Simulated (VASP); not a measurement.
Given:

```yaml
crystal:
  lattice:
    - [8.75833, 0.00000, 0.00000]
    - [0.00000, 8.75833, 0.00000]
    - [0.00000, 0.00000, 8.75833]
  atoms:
    - { symbol: Si, position: [0.50042, 0.99912, 0.99740] }
    - { symbol: Si, position: [0.75169, 0.24995, 0.99847] }
    - { symbol: Si, position: [0.74928, 0.99945, 0.24630] }
    - { symbol: Si, position: [0.99902, 0.99893, 0.99568] }
    - { symbol: Si, position: [0.25028, 0.25021, 0.99767] }
    - { symbol: Si, position: [0.50108, 0.50099, 0.00055] }
    - { symbol: Si, position: [0.75076, 0.75070, 0.99781] }
    - { symbol: Si, position: [0.24853, 0.99301, 0.24158] }
    - { symbol: Si, position: [0.49873, 0.25093, 0.24928] }
    - { symbol: Si, position: [0.75286, 0.50016, 0.24703] }
    - { symbol: Si, position: [0.49878, 0.99781, 0.49723] }
    - { symbol: Si, position: [0.75089, 0.25085, 0.49755] }
    - { symbol: Si, position: [0.75049, 0.99963, 0.74735] }
    - { symbol: Si, position: [0.99913, 0.50035, 0.99745] }
    - { symbol: Si, position: [0.25004, 0.75164, 0.99849] }
    - { symbol: Si, position: [0.99309, 0.24836, 0.24158] }
    - { symbol: Si, position: [0.25097, 0.49868, 0.24926] }
    - { symbol: Si, position: [0.50033, 0.75279, 0.24699] }
    - { symbol: Si, position: [0.99472, 0.99468, 0.49527] }
    - { symbol: Si, position: [0.21854, 0.21854, 0.46719] }
    - { symbol: Si, position: [0.51042, 0.51038, 0.49169] }
    - { symbol: Si, position: [0.75359, 0.75354, 0.49585] }
    - { symbol: Si, position: [0.25000, 0.99876, 0.74648] }
    - { symbol: Si, position: [0.50992, 0.24822, 0.76155] }
    - { symbol: Si, position: [0.75231, 0.50193, 0.74777] }
    - { symbol: Si, position: [0.99949, 0.74918, 0.24637] }
    - { symbol: Si, position: [0.99784, 0.49874, 0.49727] }
    - { symbol: Si, position: [0.25090, 0.75079, 0.49752] }
    - { symbol: Si, position: [0.99881, 0.24992, 0.74650] }
    - { symbol: Si, position: [0.24821, 0.50994, 0.76157] }
    - { symbol: Si, position: [0.50200, 0.75225, 0.74783] }
    - { symbol: Si, position: [0.99966, 0.75050, 0.74740] }
    - { symbol: C, position: [0.62431, 0.12574, 0.12248] }
    - { symbol: C, position: [0.87391, 0.37551, 0.11988] }
    - { symbol: C, position: [0.87321, 0.12374, 0.37145] }
    - { symbol: C, position: [0.12376, 0.12363, 0.12065] }
    - { symbol: C, position: [0.37501, 0.37494, 0.12359] }
    - { symbol: C, position: [0.62615, 0.62603, 0.12416] }
    - { symbol: C, position: [0.87522, 0.87514, 0.12194] }
    - { symbol: C, position: [0.37394, 0.11322, 0.36332] }
    - { symbol: C, position: [0.62905, 0.37545, 0.37228] }
    - { symbol: C, position: [0.87617, 0.62571, 0.37209] }
    - { symbol: C, position: [0.62270, 0.12684, 0.62307] }
    - { symbol: C, position: [0.87490, 0.37500, 0.62311] }
    - { symbol: C, position: [0.87484, 0.12515, 0.87169] }
    - { symbol: C, position: [0.12577, 0.62427, 0.12250] }
    - { symbol: C, position: [0.37568, 0.87383, 0.11983] }
    - { symbol: C, position: [0.11321, 0.37390, 0.36331] }
    - { symbol: C, position: [0.37554, 0.62900, 0.37223] }
    - { symbol: C, position: [0.62584, 0.87617, 0.37203] }
    - { symbol: C, position: [0.11814, 0.11808, 0.62205] }
    - { symbol: C, position: [0.40790, 0.40795, 0.65809] }
    - { symbol: C, position: [0.63213, 0.63211, 0.62195] }
    - { symbol: C, position: [0.87490, 0.87488, 0.62245] }
    - { symbol: C, position: [0.37427, 0.12525, 0.87142] }
    - { symbol: C, position: [0.63035, 0.37746, 0.87760] }
    - { symbol: C, position: [0.87596, 0.62613, 0.87291] }
    - { symbol: C, position: [0.12381, 0.87318, 0.37145] }
    - { symbol: C, position: [0.12684, 0.62268, 0.62307] }
    - { symbol: C, position: [0.37508, 0.87481, 0.62311] }
    - { symbol: C, position: [0.12530, 0.37422, 0.87145] }
    - { symbol: C, position: [0.37753, 0.63030, 0.87763] }
    - { symbol: C, position: [0.62618, 0.87595, 0.87291] }
    - { symbol: C, position: [0.12527, 0.87482, 0.87170] }
    - { symbol: C, position: [0.35182, 0.35173, 0.52809] }
```

The numbers are results of HSE06 screened hybrid, VASP's PBE PAW potentials (set 64) (plane waves; VASP), not measurements. Run with PREC = Normal, LREAL = Auto, ISYM = 0, EDIFF = 1E-5, 400 eV cut-off, 1×1×1 Γ-centred mesh, Gaussian smearing of 0.050 eV, potentials Si C.

The supercell is sampled at Γ alone, which is coarse: total energies, pressure and levels can be off, energies of defects by several tenths of an eV.

### Question
Estimate the energy per atom (σ→0).

### Answer

| Quantity | Value |
|---|---|
| energy per atom (σ→0) | -8.623 eV/atom |

Only differences to runs with the same potentials and settings are physical.

The cell is a supercell with a defect, built from SiC (zinc blende): C_i. The cell's shape comes from a PBE relaxation. The run is not spin-polarised, so no state with unpaired spins was tried.
